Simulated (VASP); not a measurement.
Here is a VASP 6.6.1 calculation.

The input INCAR:

```
PREC = Accurate
ENCUT = 600
EDIFF = 1E-7
ISMEAR = 0
SIGMA = 0.05
LREAL = F
LASPH = T
NELM = 60
ALGO = Normal
ISIF = 3
LWAVE = F
LCHARG = F
METAGGA = R2SCAN
LMIXTAU = T
IBRION = 2
NSW = 40
EDIFFG = -0.005
```

The input KPOINTS:

```
Automatic mesh
0
Gamma
  8 8 5
```

Contents of POSCAR:

```
OsI
1.0
    1.9529164700     -2.7912443400      0.0000000000
    1.9529164700      2.7912443400      0.0000000000
    0.0000000000      0.0000000000      5.4703896700
Os I
1 1
Direct
    0.5000000000      0.5000000000      0.5000000000
    0.0000000000      0.0000000000      0.0000000000
```

Potentials or basis: VASP PAW PBE potentials, release 64 (Os, I).

The run is started by

```console
$ cat potpaw_PBE.64/Os/POTCAR potpaw_PBE.64/I/POTCAR > POTCAR
$ mpirun -np 1 vasp_std > vasp.out
```

(1) What does it give for the space group after relaxing (to 0.05 Å)?

(2) Estimate the relaxed cell.

Answers

(1) Cmmm (No. 65).

(2) a = 3.241 Å, b = 3.241 Å, c = 4.619 Å, α = 90.00°, β = 90.00°, γ = 123.28°.

Caveat: an odd number of electrons without spin polarisation forces a metal; a magnetic or distorted state may lie lower.
